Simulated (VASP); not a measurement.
Mg6MnSb: single point with PBE

Crystal: Mg6MnSb.

```xyz
8
Lattice="5.0642 0.0000 0.0000 0.0000 3.1547 5.3927 0.0000 -3.1547 5.3927" Properties=species:S:1:pos:R:3 pbc="T T T"
Sb    2.5321    0.0000    7.2435
Mn    0.0000    0.0000    9.0020
Mg    2.5321    0.0000    1.8093
Mg    2.5321    1.6116    4.4711
Mg    2.5321   -1.6116    4.4711
Mg    0.0000    0.0000    3.5988
Mg    0.0000    1.6167    6.2729
Mg    0.0000   -1.6167    6.2729
```

The cell comes from a database or a generator and needn't be the stable form of this composition.

| Item | Value |
| --- | --- |
| Program | VASP 6.6.1 |
| Task | single point |
| Functional | PBE |
| Potentials or basis | VASP PAW PBE potentials, release 64 (Sb, Mn_pv, Mg) |
| Cutoff | 520 eV |
| k mesh | 5 × 5 × 5 |
| Occupations | fermi-dirac, width 0.05 eV |
| Spin | collinear spin, ferromagnetic start |
| Starting moments | [0.0, 4.0, 0.0, 0.0, 0.0, 0.0, 0.0, 0.0] μB |

- Pressure: -0.1 GPa
- Largest force: 0.108 eV/Å
- Band gap on the k mesh: none (metal or under the smearing width)
- Net moment: 3.70 μB per cell
- Site moments: Sb +0.00; Mn +3.71; Mg +0.01, -0.01, -0.02 μB
- Valence electrons inside the program's atomic spheres: Sb 2.45; Mn 11.38; Mg 0.36, 0.35

Forces on the atoms (eV/Å):
```
Sb   0.000  0.000  0.027
Mn   0.000  0.000  0.059
Mg   0.000  0.000  0.006
Mg   0.000  0.017  0.000
Mg   0.000 -0.017  0.000
Mg   0.000  0.000  0.005
Mg   0.000  0.096 -0.049
Mg   0.000 -0.096 -0.049
```

Stress tensor (GPa, compression positive):
```
-0.95  0.00  0.00
 0.00  0.26  0.00
 0.00  0.00  0.36
```

Levels at points of the mesh, in eV from the Fermi level:
Spin up:
```
           k point  band 14  band 15  band 16  band 17  band 18  band 19  band 20  band 21
(0.00, 0.00, 0.00)    -2.16    -1.77    -1.65    -0.91     1.19     2.11     2.46     2.60
```
Spin down:
| k point | band 11 | band 12 | band 13 | band 14 | band 15 | band 16 |
| --- | --- | --- | --- | --- | --- | --- |
| (0.00, 0.00, 0.00) | -2.19 | -1.48 | -0.32 | 0.25 | 0.65 | 0.77 |

It took 2.3 min on 1 thread of Intel(R) Xeon(R) 6975P-C (Granite Rapids), with other jobs on the host, peak memory 0.5 GiB.

Caveat: a cell with one magnetic atom can't hold antiferromagnetic order, which such compounds often take. The run has no spin-orbit coupling, so splittings on Sb are missing.
